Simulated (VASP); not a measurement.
## Mg3CdSe2O2: relaxation of cell and atoms with PBE

Crystal: Mg3CdSe2O2.

```
Mg Cd Se O
1.0
     5.97351    0.00000    0.00000
    -2.98675    5.17321    0.00000
     0.00000    0.00000    5.24155
Mg Cd Se O
3 1 2 2
Direct
  0.50000 0.00000 0.50000
  0.00000 0.50000 0.50000
  0.50000 0.50000 0.50000
  0.00000 0.00000 0.50000
  0.33333 0.66667 0.00000
  0.66667 0.33333 0.00000
  0.33333 0.66667 0.50000
  0.66667 0.33333 0.50000
```

The cell was built by a generator and needn't be a form met in nature.

```json
{
 "Program": "VASP 6.6.1",
 "Task": "relaxation of cell and atoms",
 "Functional": "PBE",
 "Potentials or basis": "VASP PAW PBE potentials, release 64 (Mg, Cd, Se, O)",
 "Cutoff": "520 eV",
 "k mesh": "3 × 3 × 3",
 "Occupations": "gaussian, width 0.15 eV",
 "Spin": "no spin polarisation",
 "Further INCAR settings": "PREC = Normal; ALGO = Fast; EDIFF = 0.0001; IBRION = 2; EDIFFG = -0.08; NSW = 24; ISIF = 3"
}
```

* Relaxed volume: 24.00 Å³/atom
* Relaxed cell: a = 6.624 Å, b = 6.624 Å, c = 5.054 Å, α = 90.00°, β = 90.00°, γ = 120.00°
* Space group after relaxing (to 0.05 Å): P6/mmm (No. 191)
* Energy gained by relaxing: 272.0 meV/atom
* Ionic steps: 7
* Pressure after relaxing: 0.0 GPa
* Band gap on the k mesh: none (metal or under the smearing width)

Stress tensor (GPa, compression positive):
```
 0.22  0.00  0.00
 0.00  0.22  0.00
 0.00  0.00 -0.42
```

Step by step:
| step | energy change (eV) | largest force (eV/Å) | pressure (GPa) | volume (Å³) |
| --- | --- | --- | --- | --- |
| 1 | 0.0000 | 0.0000 | 16.04 | 161.98 |
| 2 | -1.9156 | 0.0000 | -3.92 | 213.16 |
| 3 | -2.1284 | 0.0000 | -0.33 | 197.33 |
| 4 | -2.1292 | 0.0000 | -0.54 | 198.21 |
| 5 | -2.1284 | 0.0000 | -0.74 | 198.97 |
| 6 | -2.1513 | 0.0000 | -0.54 | 196.80 |
| 7 | -2.1756 | 0.0000 | 0.01 | 192.03 |

Final structure:
```cif
data_structure
_symmetry_space_group_name_H-M 'P 1'
_symmetry_Int_Tables_number 1
_cell_length_a 6.6239
_cell_length_b 6.6239
_cell_length_c 5.0538
_cell_angle_alpha 90.000
_cell_angle_beta 90.000
_cell_angle_gamma 120.000
_cell_volume 192.03
loop_
_atom_site_label
_atom_site_type_symbol
_atom_site_fract_x
_atom_site_fract_y
_atom_site_fract_z
_atom_site_occupancy
Mg1 Mg 0.50000 0.00000 0.50000 1
Mg2 Mg 0.00000 0.50000 0.50000 1
Mg3 Mg 0.50000 0.50000 0.50000 1
Cd1 Cd 0.00000 0.00000 0.50000 1
Se1 Se 0.33333 0.66667 0.00000 1
Se2 Se 0.66667 0.33333 0.00000 1
O1 O 0.33333 0.66667 0.50000 1
O2 O 0.66667 0.33333 0.50000 1
```

Levels at points of the mesh, in eV from the Fermi level:
```
           k point  band 16  band 17  band 18  band 19  band 20  band 21  band 22  band 23  band 24  band 25
(0.00, 0.00, 0.00)    -3.61    -1.63    -1.63    -0.52    -0.52     1.34     1.34     1.41     2.11     3.36
```

Run time: 40 s on 2 MPI ranks on Intel(R) Xeon(R) Platinum 8488C (Sapphire Rapids), on a shared host, peak memory 0.2 GiB a rank.

Caveat: the k mesh is coarse (spacing up to 0.40 Å⁻¹), so the values aren't converged; the volume moved by over 15 % at a fixed basis, so the end points are rough; the relaxation stopped at a loose force limit of 0.08 eV/Å, so its end isn't a converged minimum.
